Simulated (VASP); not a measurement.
Input:

```xyz
10
Lattice="6.5692 0.0000 0.0000 0.0000 6.5692 0.0000 0.0000 0.0000 3.2567" Properties=species:S:1:pos:R:3 pbc="T T T"
Si     0.8756     4.1602     0.0000
Si     5.6936     2.4090     0.0000
Si     2.4090     0.8756     0.0000
Si     4.1602     5.6936     0.0000
Mo     3.2846     3.2846     0.0000
Mo     0.0000     0.0000     0.0000
Mo     4.3537     1.0691     1.6284
Mo     2.2155     5.5001     1.6284
Mo     5.5001     4.3537     1.6284
Mo     1.0691     2.2155     1.6284
```

Computed with PBEsol GGA, VASP's PBE PAW potentials (set 64) (plane waves; VASP). Run with 400 eV cut-off, 5×5×11 Γ-centred mesh, tetrahedra with Blöchl corrections, potentials Si Mo_sv.

The cores are frozen, which limits the accuracy of field gradients.

Question: Give the principal components of the electric field gradient (V/Å²) and the asymmetry η at each nucleus.

Answer: 
| atom | Vxx | Vyy | Vzz | η |
|---|---|---|---|---|
| Si1 | 13.0 | 4.4 | -17.4 | 0.50 |
| Si2 | 13.0 | 4.4 | -17.4 | 0.50 |
| Si3 | 13.0 | 4.4 | -17.4 | 0.50 |
| Si4 | 13.0 | 4.4 | -17.4 | 0.50 |
| Mo5 | -26.1 | -26.1 | 52.1 | 0.00 |
| Mo6 | -26.1 | -26.1 | 52.1 | 0.00 |
| Mo7 | 15.4 | 4.8 | -20.2 | 0.53 |
| Mo8 | 15.4 | 4.8 | -20.2 | 0.53 |
| Mo9 | 15.4 | 4.8 | -20.2 | 0.53 |
| Mo10 | 15.4 | 4.8 | -20.2 | 0.53 |

The structure comes from a computed database's Si2Mo3 entry (P4/mbm); how it stands against other phases isn't given here. It was relaxed first.
